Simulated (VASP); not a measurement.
# O on W(110): binding against coverage, part 6 of 10

Aim: adsorption energy and work function of O on W(110) from low coverage to a full layer.

VASP 6.6.1, plane waves and PAW; the level of theory is named at each step.

So far. Step 13 (The vacuum level with the adsorbate, coverage 2/4 …): The vacuum level lies 5.14 eV above the Fermi level at the upper face; the two faces differ by 0.17 eV, the step that the slab's dipole of 0.027 e·Å makes.

## 14. Relaxing the adsorbate, coverage 3/4, k-mesh 5×5×1

Level of this step: PBE, no spin polarisation; plane waves and PAW (W, O) (VASP).

System of this step: W16O3 (W(110)). The cell holds 19 atoms: 16 W and 3 O. Its edges and angles: a = 6.344 Å, b = 5.494 Å, c = 21.729 Å, α = 90.0°, β = 90.0°, γ = 54.7°. It derives from W. 3 O over hollow sites of a 2 x 2 cell of W(110). Vacuum lies along c.

INCAR

```
SYSTEM = W16O3
PREC = Normal
ENCUT = 440
EDIFF = 1E-05
NELM = 120
ISMEAR = 1
SIGMA = 0.15
LREAL = Auto
ALGO = Fast
GGA = PE
NBANDS = 76
LASPH = .TRUE.
LORBIT = 11
LWAVE = .FALSE.
LCHARG = .FALSE.
KPAR = 2
NCORE = 4
IBRION = 2
NSW = 45
ISIF = 2
EDIFFG = -0.03
POTIM = 0.4
MAXMIX = 40
IDIPOL = 3
LDIPOL = .TRUE.
DIPOL = 0.5 0.5 0.531
```

POSCAR

```
W16O3
1.0
    6.3441166968      0.0000000000      0.0000000000
    3.1720583484      4.4859679369      0.0000000000
    0.0000000000      0.0000000000     21.7289519054
W O
16 3
Selective dynamics
Direct
    0.7500000000      0.5000000000      0.3451616100  F F F
    0.2500000000      0.5000000000      0.3451616100  F F F
    0.7500000000      0.0000000000      0.3451616100  F F F
    0.2500000000      0.0000000000      0.3451616100  F F F
    0.0000000000      0.0000000000      0.4483872000  F F F
    0.5000000000      0.0000000000      0.4483872000  F F F
    0.0000000000      0.5000000000      0.4483872000  F F F
    0.5000000000      0.5000000000      0.4483872000  F F F
    0.7500000000      0.5000000000      0.5520436000  T T T
    0.2500000000      0.5000000000      0.5520436000  T T T
    0.7500000000      0.0000000000      0.5520436000  T T T
    0.2500000000      0.0000000000      0.5520436000  T T T
    0.0000000000      0.0000000000      0.6509945900  T T T
    0.5000000000      0.0000000000      0.6509945900  T T T
    0.0000000000      0.5000000000      0.6509945900  T T T
    0.5000000000      0.5000000000      0.6509945900  T T T
    0.1875000000      0.1250000000      0.7039193700  T T T
    0.6875000000      0.1250000000      0.7039193700  T T T
    0.1875000000      0.6250000000      0.7039193700  T T T
```

KPOINTS

```
Automatic mesh
0
Gamma
5 5 1
0 0 0
```

The projector-augmented-wave data sets are W and O (PBE family, release 64).

Command:

```bash
mpirun -np 8 vasp_std
```

Log:

```text
[banner, memory and clock lines left out]
running    8 mpi-ranks, on    1 nodes
[...]
LDA part: xc-table for (Slater+PW92), standard interpolation
 POSCAR, INCAR and KPOINTS ok, starting setup
[...]
entering main loop
       N       E                     dE             d eps       ncg     rms          rms(c)
DAV:   1     0.621983864582E+03    0.62198E+03   -0.42161E+04  1368   0.109E+03
DAV:   2    -0.149490970812E+03   -0.77147E+03   -0.73059E+03  1888   0.282E+02
DAV:   3    -0.234173115226E+03   -0.84682E+02   -0.82079E+02  1632   0.918E+01
DAV:   4    -0.239834877330E+03   -0.56618E+01   -0.55856E+01  2152   0.200E+01
[...]
RMM:  26    -0.222909918370E+03   -0.30279E-04   -0.22091E-06   680   0.340E-03    0.354E-03
RMM:  27    -0.222909938765E+03   -0.20395E-04   -0.19257E-06   694   0.334E-03    0.209E-03
RMM:  28    -0.222909944364E+03   -0.55985E-05   -0.85367E-07   552   0.273E-03
   1 F= -.22290994E+03 E0= -.22290986E+03  d E =-.222910E+03
[...]
3 F= -.22326959E+03 E0= -.22326993E+03  d E =-.359651E+00
   4 F= -.22332437E+03 E0= -.22332450E+03  d E =-.547793E-01
   5 F= -.22332524E+03 E0= -.22332539E+03  d E =-.556405E-01
   6 F= -.22335675E+03 E0= -.22335663E+03  d E =-.315128E-01
   7 F= -.22336124E+03 E0= -.22336100E+03  d E =-.360008E-01
   8 F= -.22337403E+03 E0= -.22337358E+03  d E =-.127966E-01
   9 F= -.22338169E+03 E0= -.22338092E+03  d E =-.204560E-01
  10 F= -.22338970E+03 E0= -.22338901E+03  d E =-.800924E-02
  11 F= -.22339095E+03 E0= -.22339031E+03  d E =-.925947E-02
  12 F= -.22339449E+03 E0= -.22339357E+03  d E =-.353813E-02
  13 F= -.22339457E+03 E0= -.22339368E+03  d E =-.361663E-02
  14 F= -.22339610E+03 E0= -.22339521E+03  d E =-.152935E-02
  15 F= -.22339657E+03 E0= -.22339569E+03  d E =-.199999E-02
  16 F= -.22339701E+03 E0= -.22339612E+03  d E =-.438210E-03
  17 F= -.22339699E+03 E0= -.22339610E+03  d E =-.420120E-03
  18 F= -.22339735E+03 E0= -.22339639E+03  d E =-.360294E-03
  19 F= -.22339737E+03 E0= -.22339641E+03  d E =-.384559E-03
  20 F= -.22339758E+03 E0= -.22339657E+03  d E =-.208070E-03
 trial-energy change:   -0.000208  1 .order   -0.000215   -0.000279   -0.000151
 step:   2.5523(harm=  2.5523)  dis= 0.00245  next Energy=  -223.397676 (dE=-0.303E-03)
 reached required accuracy - stopping structural energy minimisation
```

Run time: 6.8 min. Hardware: 8 MPI ranks of AMD EPYC 7R43, shared host; peak memory 1.7 GiB.

OUTCAR, selected parts (step 14):

```text
  Total      -21.1680585     -1.8977994     -7.8608083      0.0000000     -0.6228875      0.0000000
  in kB      -54.8435429     -4.9169385    -20.3662786      0.0000000     -1.6138162      0.0000000
  external PRESSURE =     -26.7089200 kB  Pullay stress =       0.0000000 kB

 POSITION                                       TOTAL-FORCE (eV/Angst)
 -----------------------------------------------------------------------------------
      6.34412      2.24298      7.50000         0.000000      0.069933      0.908467
      3.17206      2.24298      7.50000         0.000000     -0.053847      0.813609
      4.75809      0.00000      7.50000         0.010925      0.005902      0.712980
      1.58603      0.00000      7.50000        -0.010925      0.005902      0.712980
      0.00000      0.00000      9.74298        -0.000000     -0.196454     -0.689938
      3.17206      0.00000      9.74298         0.000000      0.155137     -0.568712
      1.58603      2.24298      9.74298        -0.003256      0.070269     -0.929418
      4.75809      2.24298      9.74298         0.003256      0.070269     -0.929418
      6.34412      2.22636     11.97694         0.000000     -0.002893      0.007640
      3.17206      2.23250     12.03623         0.000000     -0.012976     -0.002023
      7.92775      4.47271     11.99724         0.005049     -0.010211     -0.005612
      4.76048      4.47271     11.99724        -0.005049     -0.010211     -0.005612
      6.34412      0.01533     14.26766         0.000000     -0.013464     -0.015194
      6.34412      4.29690     14.22986         0.000000     -0.008441     -0.000036
[...]
-----------------------------------------------------------------------------------
    total drift:                                0.000269      0.006011      0.008297

  FREE ENERGIE OF THE ION-ELECTRON SYSTEM (eV)
  ---------------------------------------------------
  free  energy   TOTEN  =      -223.3975810903 eV

  energy  without entropy=     -223.3945444532  energy(sigma->0) =     -223.39656888

[... 2 parts as in an earlier step ...]

[... 2 further parts left out ...]
[key lines of the parts left out:]
E-fermi :   0.5493
```

The steps of the relaxation:

| step | energy less that of the first step (eV) | largest force (eV/Å) |
| --- | --- | --- |
| 1 | 0.0000 | 2.3025 |
| 2 | -0.3427 | 0.8463 |
| 3 | -0.3597 | 0.8333 |
| 4 | -0.4144 | 0.6304 |
| 5 | -0.4153 | 0.4979 |
| 6 | -0.4468 | 0.2713 |
| 7 | -0.4513 | 0.2993 |
| 8 | -0.4641 | 0.1931 |
| 9 | -0.4717 | 0.1948 |
| 10 | -0.4798 | 0.1655 |
| 11 | -0.4810 | 0.2274 |
| 12 | -0.4845 | 0.1153 |
| 13 | -0.4846 | 0.1065 |
| 14 | -0.4862 | 0.0658 |
| 15 | -0.4866 | 0.0804 |
| 16 | -0.4871 | 0.0490 |
| 17 | -0.4870 | 0.0497 |
| 18 | -0.4874 | 0.0338 |
| 19 | -0.4874 | 0.0391 |
| 20 | -0.4876 | 0.0248 |

The atoms that moved most (Å):

| atom | dx | dy | dz | length |
| --- | --- | --- | --- | --- |
| W14 | 0.000 | -0.189 | 0.084 | 0.207 |
| O18 | -0.031 | 0.031 | 0.139 | 0.145 |
| O17 | 0.031 | 0.031 | 0.139 | 0.145 |
| W13 | 0.000 | 0.015 | 0.122 | 0.123 |
| O19 | 0.000 | 0.006 | 0.102 | 0.102 |
| W16 | -0.006 | -0.048 | 0.059 | 0.077 |
| W15 | 0.006 | -0.048 | 0.059 | 0.077 |
| W10 | 0.000 | -0.010 | 0.041 | 0.042 |

Final coordinates:

```xyz
19
Lattice="6.3441 0.0000 0.0000 3.1721 4.4860 0.0000 0.0000 0.0000 21.7290" Properties=species:S:1:pos:R:3
W     6.3441    2.2430    7.5000
W     3.1721    2.2430    7.5000
W     4.7581    0.0000    7.5000
W     1.5860    0.0000    7.5000
W     0.0000    0.0000    9.7430
W     3.1721    0.0000    9.7430
W     1.5860    2.2430    9.7430
W     4.7581    2.2430    9.7430
W     6.3441    2.2264   11.9769
W     3.1721    2.2325   12.0362
W     4.7557   -0.0133   11.9972
W     1.5884   -0.0133   11.9972
W     0.0000    0.0153   14.2677
W     3.1721   -0.1891   14.2299
W     1.5924    2.1946   14.2048
W     4.7517    2.1946   14.2048
O     1.6171    0.5920   15.4340
O     4.7270    0.5920   15.4340
O     3.1721    2.8095   15.3972
```

The run ended after 20 ionic steps, 0.488 eV below its first step, once the forces on the free atoms met EDIFFG = -0.03.

## 15. The vacuum level with the adsorbate, coverage 3/4, k-mesh 5×5×1

INCAR

```
SYSTEM = W16O3
PREC = Normal
ENCUT = 440
EDIFF = 1E-06
NELM = 120
ISMEAR = 1
SIGMA = 0.15
LREAL = Auto
ALGO = Fast
GGA = PE
NBANDS = 76
LASPH = .TRUE.
LORBIT = 11
LWAVE = .FALSE.
LCHARG = .FALSE.
KPAR = 2
NCORE = 4
IDIPOL = 3
LDIPOL = .TRUE.
DIPOL = 0.5 0.5 0.533
LVHAR = .TRUE.
LVACPOTAV = .TRUE.
```

POSCAR

```
W16O3
1.0
    6.3441166968      0.0000000000      0.0000000000
    3.1720583484      4.4859679369      0.0000000000
    0.0000000000      0.0000000000     21.7289519054
W O
16 3
Selective dynamics
Direct
    0.7500000000      0.5000000000      0.3451616100  F F F
    0.2500000000      0.5000000000      0.3451616100  F F F
    0.7500000000      0.0000000000      0.3451616100  F F F
    0.2500000000      0.0000000000      0.3451616100  F F F
    0.0000000000      0.0000000000      0.4483872000  F F F
    0.5000000000      0.0000000000      0.4483872000  F F F
    0.0000000000      0.5000000000      0.4483872000  F F F
    0.5000000000      0.5000000000      0.4483872000  F F F
    0.7518534370      0.4962931260      0.5511972735  T T T
    0.2511686371      0.4976627259      0.5539258569  T T T
    0.7511008022      0.9970441716      0.5521314190  T T T
    0.2518550262      0.9970441716      0.5521314190  T T T
    0.9982913734      0.0034172532      0.6566200155  T T T
    0.5210730469      0.9578539062      0.6548803453  T T T
    0.0064052613      0.4892033768      0.6537290715  T T T
    0.5043913619      0.4892033768      0.6537290715  T T T
    0.1889234229      0.1319566397      0.7102964433  T T T
    0.6791199374      0.1319566397      0.7102964433  T T T
    0.1868550449      0.6262899102      0.7086032916  T T T
```

KPOINTS is that of step 14.

Command:

```bash
mpirun -np 8 vasp_std
```

Log:

```text
[... set-up lines as in an earlier step ...]
 entering main loop
       N       E                     dE             d eps       ncg     rms          rms(c)
DAV:   1     0.612221031153E+03    0.61222E+03   -0.42099E+04  1368   0.109E+03
DAV:   2    -0.151250758252E+03   -0.76347E+03   -0.72200E+03  1908   0.280E+02
DAV:   3    -0.235007497616E+03   -0.83757E+02   -0.81322E+02  1656   0.911E+01
DAV:   4    -0.240383994840E+03   -0.53765E+01   -0.53058E+01  2136   0.194E+01
[...]
RMM:  29    -0.223397579852E+03   -0.26124E-05   -0.28305E-07   892   0.123E-03    0.166E-03
RMM:  30    -0.223397581198E+03   -0.13467E-05   -0.20839E-07   865   0.111E-03    0.165E-03
RMM:  31    -0.223397581400E+03   -0.20106E-06   -0.91985E-08   703   0.889E-04
 [... a notice as in an earlier step ...]

   1 F= -.22339758E+03 E0= -.22339657E+03  d E =-.303854E-02
```

It took 73 s on 8 MPI ranks; peak memory 1.6 GiB; 9.5 min of CPU time.

From OUTCAR (step 15):

```text
  Total      -21.2706819     -1.9925853     -7.9312116      0.0000000     -0.6280567      0.0000000
  in kB      -55.1094261     -5.1625159    -20.5486840      0.0000000     -1.6272091      0.0000000
  external PRESSURE =     -26.9402087 kB  Pullay stress =       0.0000000 kB

 POSITION                                       TOTAL-FORCE (eV/Angst)
 -----------------------------------------------------------------------------------
      6.34412      2.24298      7.50000        -0.000000      0.069736      0.909735
      3.17206      2.24298      7.50000         0.000000     -0.054025      0.814761
      4.75809      0.00000      7.50000         0.010902      0.005890      0.714443
      1.58603      0.00000      7.50000        -0.010902      0.005890      0.714443
      0.00000      0.00000      9.74298        -0.000000     -0.196497     -0.690278
      3.17206      0.00000      9.74298        -0.000000      0.155041     -0.569357
      1.58603      2.24298      9.74298        -0.003283      0.070442     -0.929032
      4.75809      2.24298      9.74298         0.003283      0.070442     -0.929032
      6.34412      2.22636     11.97694         0.000000     -0.003076      0.006624
      3.17206      2.23250     12.03623         0.000000     -0.010814     -0.004034
      7.92775      4.47271     11.99724         0.005603     -0.011330     -0.005639
      4.76048      4.47271     11.99724        -0.005603     -0.011330     -0.005639
      6.34412      0.01533     14.26766         0.000000     -0.014126     -0.014663
      6.34412      4.29690     14.22986         0.000000     -0.007471     -0.000715
[...]
-----------------------------------------------------------------------------------
    total drift:                                0.000290      0.007019      0.002788

  FREE ENERGIE OF THE ION-ELECTRON SYSTEM (eV)
  ---------------------------------------------------
  free  energy   TOTEN  =      -223.3975813995 eV

  energy  without entropy=     -223.3945428558  energy(sigma->0) =     -223.39656855

[... 2 parts as in an earlier step ...]

[... 1 further part left out ...]
[key lines of the parts left out:]
E-fermi :   0.5465
```

At the end the adsorbate's closest contact with the slab is O-W at 2.02 Å, 1.60 Å to the side of the slab's atom, and its lowest atom lies 1.13 Å above the highest atom of the slab.

The vacuum level lies 5.62 eV above the Fermi level at the upper face; the two faces differ by 0.67 eV, the step that the slab's dipole of 0.105 e·Å makes.

VASP counts the dipole in electrons times Å, so a positive number points the physical dipole along −c.

The program found no field-free point at its default tolerance, but its printed level agrees with the flat part of the planar average.

(Part 6 of 10 ends here.)

[Lines on the potential files, build, host, timing and source positions are cut from VASP's logs without a mark.]

[Logs are printed without paths, hosts, clocks, repeated set-up lines and the standing remarks that a program may print on its own settings, such as how far it seeks lower states.]

[Hosts, paths, dates, database ids (printed as entryN), source tags and the programs' standing remarks are cut or masked in the printed files.]

[Runs that stopped without an error message from VASP are left out.]
